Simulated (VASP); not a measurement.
MgH16Cl2O8, 27 atoms in the cell. The cell holds a amorphous, 27 atoms: a = 6.956 Å, b = 6.956 Å, c = 6.956 Å, α = 90.00°, β = 90.00°, γ = 90.00°. The cell was built by a generator and needn't be a form met in nature.

* Program: VASP 6.6.1
* Task: single point
* Functional: PBE
* Dispersion: D3(BJ)
* Potentials or basis: VASP PAW PBE potentials, release 64 (O, H, Mg, Cl)
* Cutoff: 520 eV
* k mesh: 1 × 1 × 1
* Occupations: fermi-dirac, width 0.02 eV
* Spin: no spin polarisation
* Dipole correction: no
* Further INCAR settings: LREAL = Auto; ALGO = Fast; EDIFF = 1e-06; NBANDS = 59

Potentials or basis: VASP PAW PBE potentials, release 64 (O, H, Mg, Cl).

The run is started by

```sh
$ cat potpaw_PBE.64/O/POTCAR potpaw_PBE.64/H/POTCAR potpaw_PBE.64/Mg/POTCAR potpaw_PBE.64/Cl/POTCAR > POTCAR
$ mpirun -np 1 vasp_gam > vasp.out
```

Hardware: 1 thread of Intel(R) Xeon(R) Platinum 8488C (Sapphire Rapids) (shared host).

**Question.** Estimate the wall time of this run.

**Answer.** Wall time 51 s on 1 thread of Intel(R) Xeon(R) Platinum 8488C (Sapphire Rapids), on a shared host, peak memory 0.37 GiB. Counts: scf iterations 16, k points 1.
